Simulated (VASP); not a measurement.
Given:

```
CELL_PARAMETERS angstrom
      0.00000     1.59716     1.59716
      1.59716     0.00000     1.59716
      1.59716     1.59716     0.00000
ATOMIC_POSITIONS crystal
  Be 0.00000 0.00000 0.00000
```

Calculation: r2SCAN meta-GGA, VASP's PBE PAW potentials (set 64) (plane waves; VASP). Settings: 400 eV cut-off, 18×18×18 Γ-centred mesh, first-order Methfessel-Paxton smearing of 0.10 eV, potentials Be.

Energy and stress use the plane-wave basis of the starting cell.

Problem. The ions, cell shape and volume are relaxed. Predict the relaxed structure.

Solution. 
```
CELL_PARAMETERS angstrom
      0.00000     1.58196     1.58196
      1.58196     0.00000     1.58196
      1.58196     1.58196     0.00000
ATOMIC_POSITIONS crystal
  Be 0.00000 0.00000 0.00000
```
Space group Fm-3m (225), at a tolerance of 0.03 Å.

Problem. How do energy and volume change from the first to the last step?

Solution. The energy (σ→0) changes by -2.6 meV/atom and the volume by -2.8 %, in 3 ionic steps.

The structure was generated: Be was put into the fcc type (Fm-3m), which need not be its known phase. This run relaxes it. Symmetry was kept, so distortions that lower it aren't found.
